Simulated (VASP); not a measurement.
# ZrGaC5 (P4/mmm) in VASP: notebook

The runs below take ZrGaC5 through single point, relaxation of cell and atoms, with PBE.

All numbers are computed with VASP 6.6.1; they aren't measurements. Logs are shortened: lines on timing, memory, paths and dates and some standing lists are left out, and cuts for length are marked.

### 1 The cell of the first run

It takes space group P4/mmm (No. 123, tetragonal). Conventional cell: a = 3.136 Å, b = 3.136 Å, c = 7.144 Å, α = 90.00°, β = 90.00°, γ = 90.00°. Zr (site symmetry 4/mmm) is surrounded by 12 C at 2.22 to 2.52 Å. Around Ga (site symmetry 4/mmm) lie 8 C at 2.24 Å. C (site symmetry 4/mmm) has 4 Zr at 2.22 Å and 8 C at 2.52 Å as nearest neighbours. C (site symmetry 2mm) has 6 C at 2.22 to 2.52 Å and 2 Ga at 2.24 Å and 2 Zr at 2.52 Å as nearest neighbours.

The cell was built by a generator and needn't be a form met in nature.

### 2 Single point, PBE (species swapped into the YbIn5Rh type (P4/mmm, No. 123))

INCAR

```
SYSTEM = ZrGaC5
PREC = Accurate ; ENCUT = 520
EDIFF = 1E-7 ; ISMEAR = 0
SIGMA = 0.1 ; LREAL = .FALSE.
LASPH = .TRUE. ; NELM = 100
ALGO = Normal ; ISIF = 2
LWAVE = .FALSE. ; LCHARG = .FALSE.
GGA = PE ; NBANDS = 32
```

KPOINTS

```
Automatic mesh
0
G
  12 12 6
  0 0 0
```

POSCAR

```
ZrGaC5
1.0
    3.1360504796      0.0000000000      0.0000000000
    0.0000000000      3.1360504796      0.0000000000
    0.0000000000      0.0000000000      7.1438134934
Zr Ga C
1 1 5
Direct
    0.0000000000      0.0000000000      0.0000000000
    0.0000000000      0.0000000000      0.5000000000
    0.5000000000      0.5000000000      0.0000000000
    0.5000000000      0.0000000000      0.2752652539
    0.0000000000      0.5000000000      0.2752652539
    0.5000000000      0.0000000000      0.7247347461
    0.0000000000      0.5000000000      0.7247347461
```

Potentials or basis: VASP PAW PBE potentials, release 64 (Zr_sv, Ga_d, C).

Command:

```console
$ cat potpaw_PBE.64/Zr_sv/POTCAR potpaw_PBE.64/Ga_d/POTCAR potpaw_PBE.64/C/POTCAR > POTCAR
$ mpirun -np 1 vasp_std > vasp.out
```

OUTCAR:

```text
SYSTEM = ZrGaC5
   PREC = Accurate
   ENCUT = 520
   EDIFF = 1E-7
   ISMEAR = 0
   LREAL = .FALSE.
   LASPH = .TRUE.
   NELM = 100
   ISIF = 2
   GGA = PE

 ion  position               nearest neighbor table
   1  0.000  0.000  0.000-   3 2.22   3 2.22   3 2.22   3 2.22   7 2.52   4 2.52   5 2.52   7 2.52
                             5 2.52   4 2.52   6 2.52   6 2.52
   2  0.000  0.000  0.500-   4 2.24   5 2.24   6 2.24   7 2.24   5 2.24   7 2.24   4 2.24   6 2.24

   3  0.500  0.500  0.000-   1 2.22   1 2.22   1 2.22   1 2.22
   4  0.500  0.000  0.275-   2 2.24   2 2.24   1 2.52   1 2.52
   5  0.000  0.500  0.275-   2 2.24   2 2.24   1 2.52   1 2.52
   6  0.500  0.000  0.725-   2 2.24   2 2.24   1 2.52   1 2.52
   7  0.000  0.500  0.725-   2 2.24   2 2.24   1 2.52   1 2.52

  LATTYP: Found a simple tetragonal cell.
 ALAT       =     3.1360504796
 C/A-ratio  =     2.2779650837

  Lattice vectors:

 A1 = (   3.1360504796,   0.0000000000,   0.0000000000)
 A2 = (   0.0000000000,   3.1360504796,   0.0000000000)
 A3 = (   0.0000000000,   0.0000000000,   7.1438134934)

Analysis of symmetry for initial positions (statically):
=====================================================================
 Subroutine PRICEL returns:
 Original cell was already a primitive cell.

 Routine SETGRP: Setting up the symmetry group for a
 simple tetragonal supercell.

 Subroutine GETGRP returns: Found 16 space group operations
 (whereof 16 operations were pure point group operations)
 out of a pool of 16 trial point group operations.

The static configuration has the point symmetry D_4h.

Analysis of symmetry for dynamics (positions and initial velocities):
=====================================================================
 Subroutine PRICEL returns:
 Original cell was already a primitive cell.

 Routine SETGRP: Setting up the symmetry group for a
 simple tetragonal supercell.

 Subroutine GETGRP returns: Found 16 space group operations
 (whereof 16 operations were pure point group operations)
 out of a pool of 16 trial point group operations.

The dynamic configuration has the point symmetry D_4h.

 Subroutine INISYM returns: Found 16 space group operations
 (whereof 16 operations are pure point group operations),
 and found     1 'primitive' translations

----------------------------------------------------------------------------------------

                                     Primitive cell

  volume of cell :      70.2581

  direct lattice vectors                    reciprocal lattice vectors
     3.136050480  0.000000000  0.000000000     0.318872418  0.000000000  0.000000000
     0.000000000  3.136050480  0.000000000     0.000000000  0.318872418  0.000000000
     0.000000000  0.000000000  7.143813493     0.000000000  0.000000000  0.139981258

  length of vectors
     3.136050480  3.136050480  7.143813493     0.318872418  0.318872418  0.139981258

  position of ions in fractional coordinates (direct lattice)
     0.000000000  0.000000000  0.000000000
     0.000000000  0.000000000  0.500000000
     0.500000000  0.500000000  0.000000000
     0.500000000  0.000000000  0.275265254
     0.000000000  0.500000000  0.275265254
     0.500000000  0.000000000  0.724734746
     0.000000000  0.500000000  0.724734746

  ion indices of the primitive-cell ions
   primitive index   ion index
                 1           1
                 2           2
                 3           3
                 4           4
                 5           5
                 6           6
                 7           7

----------------------------------------------------------------------------------------

 KPOINTS: Automatic mesh

Automatic generation of k-mesh.
 Grid dimensions read from file:
 generate k-points for:   12   12    6

 Generating k-lattice:

  Cartesian coordinates                     Fractional coordinates (reciprocal lattice)
     0.026572702  0.000000000  0.000000000     0.083333333  0.000000000  0.000000000
     0.000000000  0.026572702  0.000000000     0.000000000  0.083333333  0.000000000
     0.000000000  0.000000000  0.023330210     0.000000000  0.000000000  0.166666667

  Length of vectors
     0.026572702  0.026572702  0.023330210

  Shift w.r.t. Gamma in fractional coordinates (k-lattice)
     0.000000000  0.000000000  0.000000000

 Subroutine IBZKPT returns following result:
 ===========================================

 Found    112 irreducible k-points:

 Following reciprocal coordinates:
            Coordinates               Weight
  0.000000  0.000000  0.000000      1.000000
  0.083333  0.000000  0.000000      4.000000
  0.166667  0.000000  0.000000      4.000000
  0.250000  0.000000  0.000000      4.000000
  0.333333  0.000000  0.000000      4.000000
  0.416667  0.000000  0.000000      4.000000
[... 16 lines left out ...]
  0.333333  0.333333  0.000000      4.000000
  0.416667  0.333333  0.000000      8.000000
 [... further k-points ...]
   k-points           NKPTS =    112   k-points in BZ     NKDIM =    112   number of bands    NBANDS=     32
   number of dos      NEDOS =    301   number of ions     NIONS =      7
   total plane-waves  NPLWV =  31104
   dimension x,y,z NGX =    24 NGY =   24 NGZ =   54
   dimension x,y,z NGXF=    48 NGYF=   48 NGZF=  108
   ions per type =               1   1   5
   NGX,Y,Z   is equivalent  to a cutoff of  12.72, 12.72, 12.57 a.u.
   NGXF,Y,Z  is equivalent  to a cutoff of  25.45, 25.45, 25.13 a.u.
 SYSTEM =  ZrGaC5
   PREC   = accura    normal or accurate (medium, high low for compatibility)
   ISTART =      0    job   : 0-new  1-cont  2-samecut
   ICHARG =      2    charge: 1-file 2-atom 10-const
   ISPIN  =      1    spin polarized calculation?
   LNONCOLLINEAR =      F non collinear calculations
   LSORBIT =      F    spin-orbit coupling
   LASPH  =      T    aspherical Exc in radial PAW
   ENCUT  =  520.0 eV  38.22 Ry    6.18 a.u.   5.83  5.83 13.28*2*pi/ulx,y,z
   NELM   =    100;   NELMIN=  2; NELMDL= -5     # of ELM steps
   EDIFF  = 0.1E-06   stopping-criterion for ELM
   LREAL  =      F    real-space projection
   EDIFFG = 0.1E-05   stopping-criterion for IOM
   NSW    =      0    number of steps for IOM
   IBRION =     -1    ionic relax: 0-MD 1-quasi-New 2-CG
   NFREE  =      0    steps in history (QN), initial steepest desc. (CG)
   ISIF   =      2    stress and relaxation
   ISYM   =      2    0-nonsym 1-usesym 2-fastsym
   POTIM  = 0.5000    time-step for ionic-motion
   TEBEG  =    0.0;   TEEND  =   0.0 temperature during run
   PSTRESS=    0.0 pullay stress
   NELECT =      45.0000    total number of electrons
   NUPDOWN=      -1.0000    fix difference up-down
   EMIN   =  10.00;   EMAX   =-10.00  energy-range for DOS
   EFERMI =   0.00;   METHOD = LEGACY
   ISMEAR =     0;   SIGMA  =   0.10  broadening in eV -4-tet -1-fermi 0-gaus
   EFERMI_NEDOS =   21; number of points for ismear=-14 and -15
   IALGO  =     38    algorithm
   IMIX   =      4    mixing-type and parameters
     AMIX     =   0.40;   BMIX     =  1.00
     AMIX_MAG =   1.60;   BMIX_MAG =  1.00
  volume/ion in A,a.u.               =      10.04        67.73
  Fermi-wavevector in a.u.,A,eV,Ry     =   1.411173  2.666730 27.094769  1.991409
  Thomas-Fermi vector in A             =   2.533052
   LORBIT       =      0    0 simple, 1 ext, 2 COOP (PROOUT), +10 PAW based schemes
   GGA     = PE    functional components
   LHFCALC =     F    Hartree Fock is set to
   AEXX    =    0.0000 exact exchange contribution
   IVDW    =     0    specifies the selected vdW correction
   LEPSILON=     F    determine dielectric tensor
   LRPA    =     F    only Hartree local field effects (RPA)
 non-spin polarized calculation
 Gauss-broadening in eV      SIGMA  =   0.10
  energy-cutoff  :      520.00
  volume of cell :       70.26
 maximum number of plane-waves:      1928
 NGX is ok and might be reduce to    24
   NGX = 11   NGY = 11   NGZ = 27

 number of electron      44.9999993 magnetization

 Free energy of the ion-electron system (eV)
  ---------------------------------------------------
  ext. energy  EPLUGINS =         0.00000000
  ---------------------------------------------------
  free energy    TOTEN  =       -43.49777859 eV

  energy without entropy =      -43.48814914  energy(sigma->0) =      -43.49296386

 E-fermi :   8.0085     XC(G=0): -12.2644

 val. band max:        8.0013364656   @ k =   0.3333   0.0000   0.1667
 cond. band min:       8.0293879114   @ k =   0.3333   0.0000   0.0000
 fundamental gap:      0.0280514459
 Fermi energy:         8.0084527357

 k-point     1 :       0.0000    0.0000    0.0000
  band No.  band energies     occupation
      1     -40.0075      2.00000
      2     -18.3129      2.00000
      3     -17.8888      2.00000
      4     -17.8888      2.00000
      5      -7.3824      2.00000
      6      -6.9610      2.00000
[... 24 lines left out ...]
     31      13.1157      0.00000
     32      13.1157      0.00000

 k-point     2 :       0.0833    0.0000    0.0000
  band No.  band energies     occupation
      1     -40.0025      2.00000
      2     -18.3040      2.00000
      3     -17.9531      2.00000
      4     -17.8806      2.00000
      5      -7.3058      2.00000
      6      -6.9520      2.00000
[... 24 lines left out ...]
     31      12.8711      0.00000
     32      12.9871      0.00000

 k-point     3 :       0.1667    0.0000    0.0000
  band No.  band energies     occupation
      1     -39.9890      2.00000
      2     -18.2796      2.00000
      3     -18.1244      2.00000
      4     -17.8579      2.00000
      5      -7.1181      2.00000
      6      -6.9272      2.00000
[... 24 lines left out ...]
     31      12.8083      0.00000
     32      13.3022      0.00000

 k-point     4 :       0.2500    0.0000    0.0000
  band No.  band energies     occupation
      1     -39.9705      2.00000
      2     -18.3493      2.00000
      3     -18.2460      2.00000
      4     -17.8267      2.00000
      5      -6.9559      2.00000
      6      -6.9308      2.00000
[... 654 lines left out ...]
     31      13.8082      0.00000
     32      13.8414      0.00000

 k-point    23 :       0.3333    0.3333    0.0000
  band No.  band energies     occupation
      1     -39.8970      2.00000
      2     -18.4484      2.00000
      3     -18.4103      2.00000
      4     -18.1242      2.00000
      5      -6.9562      2.00000
      6      -6.9133      2.00000
[... 24 lines left out ...]
     31      14.0347      0.00000
     32      14.1649      0.00000

 k-point    24 :       0.4167    0.3333    0.0000
  band No.  band energies     occupation
      1     -39.8836      2.00000
      2     -18.5745      2.00000
      3     -18.3947      2.00000
      4     -18.1025      2.00000
      5      -6.9759      2.00000
      6      -6.9197      2.00000
[... 24 lines left out ...]
     31      14.2126      0.00000
     32      14.2135      0.00000

 [... further k-points ...]
[... 5 lines left out ...]
  --------------------------------------------------------------------------------------
  -------------------------------------------------------------------------------------
  Total        0.1125139      0.1125139      0.1172064      0.0000000      0.0000000      0.0000000
  in kB        2.5657856      2.5657856      2.6727951      0.0000000      0.0000000      0.0000000
  external PRESSURE =       2.6014555 kB  Pullay stress =       0.0000000 kB

 VOLUME and BASIS-vectors are now :
 -----------------------------------------------------------------------------
  energy-cutoff  :      520.00
  volume of cell :       70.26
      direct lattice vectors                 reciprocal lattice vectors
     3.136050480  0.000000000  0.000000000     0.318872418  0.000000000  0.000000000
     0.000000000  3.136050480  0.000000000     0.000000000  0.318872418  0.000000000
     0.000000000  0.000000000  7.143813493     0.000000000  0.000000000  0.139981258

 POSITION                                       TOTAL-FORCE (eV/Angst)
 -----------------------------------------------------------------------------------
      0.00000      0.00000      0.00000        -0.000000      0.000000     -0.000000
      0.00000      0.00000      3.57191        -0.000000      0.000000     -0.000000
      1.56803      1.56803      0.00000        -0.000000      0.000000     -0.000000
      1.56803      0.00000      1.96644         0.000000     -0.000000     -0.009154
      0.00000      1.56803      1.96644        -0.000000      0.000000     -0.009154
      1.56803      0.00000      5.17737        -0.000000     -0.000000      0.009154
      0.00000      1.56803      5.17737         0.000000      0.000000      0.009154
 -----------------------------------------------------------------------------------
    total drift:                                0.000000     -0.000000      0.000000

  FREE ENERGIE OF THE ION-ELECTRON SYSTEM (eV)
  ---------------------------------------------------
  free  energy   TOTEN  =       -43.4977785862 eV

  energy  without entropy=      -43.4881491380  energy(sigma->0) =      -43.49296386
```

Run time: 95 s. Hardware: 1 thread of Intel Xeon 6975P-C (Granite Rapids), shared host; peak memory 0.34 GiB.

What came out:

| Quantity | Value |
| --- | --- |
| Free energy | -43.4978 eV |
| Pressure | 0.3 GPa |
| Largest force | 0.009 eV/Å |
| Band gap on the k mesh | none (metal or under the smearing width) |

Forces in eV/Å, atoms in the order of the input:
```
Zr   0.000  0.000  0.000
Ga   0.000  0.000  0.000
C    0.000  0.000  0.000
C    0.000  0.000 -0.009
C    0.000  0.000 -0.009
C    0.000  0.000  0.009
C    0.000  0.000  0.009
```

(Part 1 of 2 ends here.)
